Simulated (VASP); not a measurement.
The input files of a VASP run:

### INCAR
```
# general
SYSTEM  = WS2
PREC    = Accurate
ENCUT   = 400   # plane-wave cut-off (eV)
LREAL   = .False.   # projection in real space or not
LASPH   = .True.   # aspherical one-centre terms

# electronic loop
EDIFF   = 1E-7   # SCF stop (eV)
NELM    = 100   # most electronic steps
ALGO    = Normal
LMAXMIX = 6   # l cut-off of mixed one-centre charges

# smearing
ISMEAR  = -5

# ions
ISIF    = 2

# output
LWAVE   = .False.
LCHARG  = .True.
LORBIT  = 11   # lm-projected
NEDOS   = 601

# other
LEFG    = .True.
```

File POSCAR:
```
WS2
3.130570
  0.9999998704   0.0000000000   0.0000000000
 -0.4999999352   0.8660251669   0.0000000000
  0.0000000000   0.0000000000   3.8869280046
W S
2 4
Cart
 -0.0000005000   0.5773503999   0.9717320012
  0.5000004352   0.2886747669   2.9151960035
 -0.0000005000   0.5773503999   2.4159105491
  0.5000004352   0.2886747669   1.4710174555
  0.5000004352   0.2886747669   0.4724465468
 -0.0000005000   0.5773503999   3.4144814578
```

File KPOINTS:
```
Automatic mesh
0
Gamma
9 9 2
0 0 0
```

POTCAR, in this order: W_sv S (LDA.64 set). Program: vasp_std.

Problem. Write an equivalent input for Quantum ESPRESSO's pw.x.

Solution. One equivalent input (not run):
```
&CONTROL
  calculation = 'scf'
  pseudo_dir = './pseudo'
  outdir = './out'
  tprnfor = .true.
  tstress = .true.
/
&SYSTEM
  ibrav = 0
  nat = 6
  ntyp = 2
  ecutwfc = 70
  occupations = 'tetrahedra'
  input_dft = 'pz'
/
&ELECTRONS
  conv_thr = 7.3e-09
  electron_maxstep = 100
/
ATOMIC_SPECIES
  W 183.840 W.upf
  S 32.060 S.upf
CELL_PARAMETERS angstrom
     3.1305696    0.0000000   -0.0000000
    -1.5652848    2.7111524    0.0000000
    -0.0000000    0.0000000   12.1683002
ATOMIC_POSITIONS crystal
  W    0.3333330  0.6666670  0.2500000
  W    0.6666670  0.3333330  0.7500000
  S    0.3333330  0.6666670  0.6215475
  S    0.6666670  0.3333330  0.3784525
  S    0.6666670  0.3333330  0.1215475
  S    0.3333330  0.6666670  0.8784525
K_POINTS automatic
  9 9 2 0 0 0
```
The two are equivalent in intent, not identical: the potentials are each code's own (VASP's PAW set, PseudoDojo norm-conserving files in pw.x), so ENCUT and ecutwfc are chosen apart and not converted; conv_thr bounds pw.x's estimated SCF error, while EDIFF bounds the energy change between steps; the field gradients of LEFG aren't asked of the other code.

The structure comes from a computed database's WS2 entry (P6_3/mmc); how it stands against other phases isn't given here. It was relaxed first, which changed the volume by -9 %.
